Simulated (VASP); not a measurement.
# YSb: accuracy against cost in the plane-wave cutoff and SCF threshold, part 3 of 3

How sensitive are energy, pressure and forces of YSb to the plane-wave cutoff and SCF threshold? The atoms are off their equilibrium sites, so that forces can be compared too. The series runs use PBEsol. The atoms of the start are displaced at random from the sites of a Fm-3m cell.

VASP 6.6.1; PBEsol; plane waves and PAW (Y_sv, Sb).

Still holding for the runs below: The k-mesh is coarse for a metal.

So far. Step 14 (SCF threshold: EDIFF = 1E-05): Against the run before the energy moves by -0.01 meV an atom and the pressure by -0.21 GPa, after 13 cycles in 16 s.

## Step 15: SCF threshold: EDIFF = 1E-06 (continued)

Parts of OUTCAR (step 15):

```text
  Total       -0.4950710     -0.4217129     -0.4975207     -0.0074820      0.0051083      0.0011956
  in kB      -13.5439229    -11.5370277    -13.6109420     -0.2046878      0.1397518      0.0327085
  external PRESSURE =     -12.8972975 kB  Pullay stress =       0.0000000 kB

 POSITION                                       TOTAL-FORCE (eV/Angst)
 -----------------------------------------------------------------------------------
      3.11500      3.09783      3.08307         0.063108      0.259621     -0.043027
      3.12788      0.06864      3.07429        -0.063108     -0.259621      0.043027
 -----------------------------------------------------------------------------------
    total drift:                               -0.000031      0.000075     -0.000035

  FREE ENERGIE OF THE ION-ELECTRON SYSTEM (eV)
  ---------------------------------------------------
  free  energy   TOTEN  =       -13.7602755793 eV

  energy  without entropy=      -13.7552139556  energy(sigma->0) =      -13.75774477

[... 2 parts as in an earlier step ...]

[... 1 further part left out ...]
[key lines of the parts left out:]
E-fermi :   4.9067
```

Against the run before the energy stays within 0.01 meV an atom and the pressure within 0.01 GPa, after 14 cycles in 17 s.

## Step 16: SCF threshold: EDIFF = 1E-08

Input file INCAR:

```
SYSTEM = YSb
PREC = Accurate
ENCUT = 400
EDIFF = 1E-08
NELM = 100
ISMEAR = -1
SIGMA = 0.05
LREAL = .FALSE.
ALGO = Normal
GGA = PS
NBANDS = 14
LASPH = .TRUE.
LORBIT = 11
LWAVE = .FALSE.
LCHARG = .FALSE.
KPAR = 2
ISIF = 2
```

Input file POSCAR:

```
YSb
1.0
    0.0000000000      3.0822500000      3.0822500000
    3.0822500000      0.0000000000      3.0822500000
    3.0822500000      3.0822500000      0.0000000000
Y Sb
1 1
Direct
    0.4973480000      0.5029190000      0.5077070000
    0.0024430000     -0.0050250000      0.0198280000
```

Input file KPOINTS:

```
Automatic mesh
0
Gamma
6 6 6
0 0 0
```

The projector-augmented-wave data sets are Y_sv and Sb (PBE family, release 64).

Command:

```
$ mpirun -np 2 vasp_std
```

The log of the run:

```text
[... set-up lines as in an earlier step ...]
 entering main loop
       N       E                     dE             d eps       ncg     rms          rms(c)
[... 13 cycles as in an earlier step ...]
DAV:  14    -0.137602755832E+02    0.19333E-06   -0.23086E-07  3670   0.279E-03    0.750E-03
DAV:  15    -0.137602753712E+02    0.21198E-06   -0.59786E-08  3436   0.206E-03    0.768E-04
DAV:  16    -0.137602754090E+02   -0.37783E-07   -0.72060E-09  1852   0.731E-04    0.305E-04
DAV:  17    -0.137602754175E+02   -0.85076E-08   -0.17900E-09  1568   0.353E-04
   1 F= -.13760275E+02 E0= -.13757745E+02  d E =-.506165E-02
```

It took 19 s on 2 MPI ranks of Intel Xeon Platinum 8559C (Emerald Rapids), shared host; peak memory 0.42 GiB.

Parts of OUTCAR (step 16):

```text
  Total       -0.4930380     -0.4197386     -0.4954933     -0.0074822      0.0051076      0.0011933
  in kB      -13.4883065    -11.4830146    -13.5554771     -0.2046935      0.1397321      0.0326471
  external PRESSURE =     -12.8422661 kB  Pullay stress =       0.0000000 kB

 POSITION                                       TOTAL-FORCE (eV/Angst)
 -----------------------------------------------------------------------------------
      3.11500      3.09783      3.08307         0.063106      0.259615     -0.043026
      3.12788      0.06864      3.07429        -0.063106     -0.259615      0.043026
 -----------------------------------------------------------------------------------
    total drift:                               -0.000031      0.000073     -0.000035

  FREE ENERGIE OF THE ION-ELECTRON SYSTEM (eV)
  ---------------------------------------------------
  free  energy   TOTEN  =       -13.7602754175 eV

  energy  without entropy=      -13.7552137626  energy(sigma->0) =      -13.75774459

[... 2 parts as in an earlier step ...]

[... 1 further part left out ...]
[key lines of the parts left out:]
E-fermi :   4.9067
```

Against the run before the energy stays within 0.01 meV an atom; the pressure moves by +0.01 GPa, after 17 cycles in 19 s.

## Step 17: The SCF threshold series as a table

This step: convergence of PBEsol results with the threshold; plane waves and PAW (VASP 6.6.1).

No new run; the numbers come from the runs before.

Differences are taken from the run with EDIFF = 1E-08. Results of the series, by row:

```csv
setting,status,energy less the reference (meV/atom),pressure (GPa),largest force difference (meV/Å),SCF cycles,wall time (s)
EDIFF = 0.01,converged,-0.00224,-1.059,0.101,9,11.2
EDIFF = 0.001,converged,0.0094,-1.086,0.215,10,12.6
EDIFF = 1E-04,converged,0.00544,-1.079,0.028,10,12.6
EDIFF = 1E-05,converged,-2.20e-4,-1.286,0.002,13,15.6
EDIFF = 1E-06,converged,-9.00e-5,-1.29,0.006,14,16.6
EDIFF = 1E-08,converged,0,-1.284,0,17,19.4
```

## Step 18: What came out

```json
{
 "plane-wave cutoff from which the energy stays within 10 meV/atom of the reference": "ENCUT = 150",
 "plane-wave cutoff from which the energy stays within 1 meV/atom of the reference": "ENCUT = 260",
 "plane-wave cutoff from which the pressure stays within 0.2 GPa of the reference": "ENCUT = 230",
 "spread of the pressure over the plane-wave cutoff": "22.5 GPa",
 "spread of the energy over the plane-wave cutoff": "114 meV/atom",
 "SCF threshold from which the energy stays within 10 meV/atom of the reference": "EDIFF = 0.01",
 "SCF threshold from which the energy stays within 1 meV/atom of the reference": "EDIFF = 0.01",
 "SCF threshold from which the pressure stays within 0.2 GPa of the reference": "EDIFF = 1E-05",
 "spread of the pressure over the SCF threshold": "0.231 GPa",
 "spread of the energy over the SCF threshold": "0.0116 meV/atom"
}
```

**Reading.** From ENCUT = 260 on, the energy stays within 1 meV an atom of the reference, at 46 % of its time. The pressure holds within 0.2 GPa from ENCUT = 230 on. These cutoffs are 0.6 to 2 times the default of the data sets, about 200 eV; at the default the run is off by +1.5 meV an atom, -0.28 GPa, 1.6 meV/Å in forces, and at 1.3 times by +0.4 meV an atom, -0.14 GPa, 0.8 meV/Å in forces. Energy differences between like cells converge faster than these totals. From EDIFF = 0.01 on, the energy stays within 1 meV an atom of the reference, at 58 % of its time. The pressure holds within 0.2 GPa from EDIFF = 1E-05 on. The loosest stop saves 8 of 17 cycles and costs -0.0 meV an atom, +0.23 GPa, 0.1 meV/Å in forces. Differences are taken from the run with ENCUT = 410, which is itself not the exact limit. The runs at ENCUT = 120; ENCUT = 150 are over 30 meV an atom or 2 GPa off and describe the material poorly.

[Lines on the potential files, build, host, timing and source positions are cut from VASP's logs without a mark.]

[Logs are printed without paths, hosts, clocks, repeated set-up lines and the standing remarks that a program may print on its own settings, such as how far it seeks lower states.]

[Hosts, paths, dates, database ids (printed as entryN), source tags and the programs' standing remarks are cut or masked in the printed files.]

[A measured line is paired with the nearest computed mode of its activity, which favours agreement.]
